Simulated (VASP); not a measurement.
A convergence study with VASP on Ru (hcp): a few settings are varied, all else stays as given below, so the limit is that of these other settings. The cell's lengths are 1 % over those of the tabulated start and one atom is moved, so it is off equilibrium.

```
Ru
1.0
    1.36855    -2.37040     0.00000
    1.36855     2.37040     0.00000
    0.00000     0.00000     4.32280
Ru
2
Cartesian
  1.36855   0.79013   1.08070
  1.42915  -0.79013   3.24210
```

Computed with LDA (Ceperley-Alder, Perdew-Zunger), VASP's LDA PAW potentials (set 64) (plane waves; VASP 6.6.1). The last row used: 550 eV cut-off, 13×13×8 Γ-centred mesh, first-order Methfessel-Paxton smearing of 0.10 eV, potentials Ru_pv.

```json
[
 {"setting": "ALGO = Normal, EDIFF = 1E-2", "E (eV/atom)": "-10.6268", "pressure (GPa)": "-21.32", "largest force (eV/Å)": "0.370", "electronic steps": "9"},
 {"setting": "ALGO = Normal, EDIFF = 1E-3", "E (eV/atom)": "-10.6268", "pressure (GPa)": "-21.37", "largest force (eV/Å)": "0.370", "electronic steps": "9"},
 {"setting": "ALGO = Normal, EDIFF = 1E-4", "E (eV/atom)": "-10.6268", "pressure (GPa)": "-20.82", "largest force (eV/Å)": "0.371", "electronic steps": "10"},
 {"setting": "ALGO = Normal, EDIFF = 1E-5", "E (eV/atom)": "-10.6268", "pressure (GPa)": "-20.71", "largest force (eV/Å)": "0.371", "electronic steps": "11"},
 {"setting": "ALGO = Normal, EDIFF = 1E-6", "E (eV/atom)": "-10.6268", "pressure (GPa)": "-20.72", "largest force (eV/Å)": "0.371", "electronic steps": "11"},
 {"setting": "ALGO = Normal, EDIFF = 1E-7", "E (eV/atom)": "-10.6268", "pressure (GPa)": "-20.71", "largest force (eV/Å)": "0.371", "electronic steps": "12"},
 {"setting": "ALGO = Normal, EDIFF = 1E-8", "E (eV/atom)": "-10.6268", "pressure (GPa)": "-20.72", "largest force (eV/Å)": "0.371", "electronic steps": "13"},
 {"setting": "ALGO = Normal, EDIFF = 1E-9", "E (eV/atom)": "-10.6268", "pressure (GPa)": "-20.72", "largest force (eV/Å)": "0.371", "electronic steps": "14"},
 {"setting": "ALGO = Fast, EDIFF = 1E-2", "E (eV/atom)": "-10.6282", "pressure (GPa)": "-15.97", "largest force (eV/Å)": "0.368", "electronic steps": "8"},
 {"setting": "ALGO = Fast, EDIFF = 1E-3", "E (eV/atom)": "-10.6268", "pressure (GPa)": "-21.01", "largest force (eV/Å)": "0.369", "electronic steps": "10"},
 {"setting": "ALGO = Fast, EDIFF = 1E-4", "E (eV/atom)": "-10.6268", "pressure (GPa)": "-21.03", "largest force (eV/Å)": "0.369", "electronic steps": "10"},
 {"setting": "ALGO = Fast, EDIFF = 1E-5", "E (eV/atom)": "-10.6268", "pressure (GPa)": "-20.77", "largest force (eV/Å)": "0.371", "electronic steps": "12"},
 {"setting": "ALGO = Fast, EDIFF = 1E-6", "E (eV/atom)": "-10.6268", "pressure (GPa)": "-20.70", "largest force (eV/Å)": "0.371", "electronic steps": "13"},
 {"setting": "ALGO = Fast, EDIFF = 1E-7", "E (eV/atom)": "-10.6268", "pressure (GPa)": "-20.74", "largest force (eV/Å)": "0.371", "electronic steps": "14"},
 {"setting": "ALGO = Fast, EDIFF = 1E-8", "E (eV/atom)": "-10.6268", "pressure (GPa)": "-20.72", "largest force (eV/Å)": "0.371", "electronic steps": "16"},
 {"setting": "ALGO = Fast, EDIFF = 1E-9", "E (eV/atom)": "-10.6268", "pressure (GPa)": "-20.72", "largest force (eV/Å)": "0.371", "electronic steps": "17"},
 {"setting": "ALGO = All, EDIFF = 1E-2", "E (eV/atom)": "-10.6264", "pressure (GPa)": "-20.60", "largest force (eV/Å)": "0.369", "electronic steps": "11"},
 {"setting": "ALGO = All, EDIFF = 1E-3", "E (eV/atom)": "-10.6267", "pressure (GPa)": "-20.57", "largest force (eV/Å)": "0.371", "electronic steps": "12"},
 {"setting": "ALGO = All, EDIFF = 1E-4", "E (eV/atom)": "-10.6268", "pressure (GPa)": "-20.77", "largest force (eV/Å)": "0.371", "electronic steps": "14"},
 {"setting": "ALGO = All, EDIFF = 1E-5", "E (eV/atom)": "-10.6268", "pressure (GPa)": "-20.72", "largest force (eV/Å)": "0.370", "electronic steps": "16"},
 {"setting": "ALGO = All, EDIFF = 1E-6", "E (eV/atom)": "-10.6268", "pressure (GPa)": "-20.71", "largest force (eV/Å)": "0.371", "electronic steps": "18"},
 {"setting": "ALGO = All, EDIFF = 1E-7", "E (eV/atom)": "-10.6268", "pressure (GPa)": "-20.72", "largest force (eV/Å)": "0.371", "electronic steps": "20"},
 {"setting": "ALGO = All, EDIFF = 1E-8", "E (eV/atom)": "-10.6268", "pressure (GPa)": "-20.72", "largest force (eV/Å)": "0.371", "electronic steps": "22"},
 {"setting": "ALGO = All, EDIFF = 1E-9", "E (eV/atom)": "-10.6268", "pressure (GPa)": "-20.72", "largest force (eV/Å)": "0.371", "electronic steps": "28"}
]
```

Left out are rungs that failed or repeat a setting and relaxations that didn't move; long series are thinned to 24 rows.

The compound is Ru in the hcp structure. The cell was not relaxed at this level, it is distorted from the ideal structure.
